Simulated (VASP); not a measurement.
Here is the system:

```
SrTiO3
1.0
    3.93739     0.00000     0.00000
    0.00000     3.93739     0.00000
    0.00000     0.00000     3.93739
Sr Ti O
1 1 3
Direct
  0.00000   0.00000   0.00000
  0.50000   0.50000   0.50000
  0.50000   0.00000   0.50000
  0.00000   0.50000   0.50000
  0.50000   0.50000   0.00000
```

Calculation: LDA (Ceperley-Alder, Perdew-Zunger), VASP's LDA PAW potentials (set 64) (plane waves; VASP). Numerical set-up: 520 eV cut-off, 7×7×7 Γ-centred mesh, Gaussian smearing of 0.050 eV, potentials Sr_sv Ti_sv O.

### Question
The job: SrTiO$_{3}$ (cubic perovskite), 5 atoms, LDA, static run, 520 eV, 7×7×7 Γ-centred mesh. Roughly how much core time does it take on a busy server core?

### Answer
About 20 core-seconds (one run on a shared machine, a rough figure). It had 20 irreducible k-points, 24 bands, up to 1663 plane waves and 17 electronic steps.

The compound is SrTiO3 in the cubic perovskite structure, the ideal cubic form; the compound distorts at low or room temperature. This cell is one point of a volume scan, at 1.06 of the reference volume.
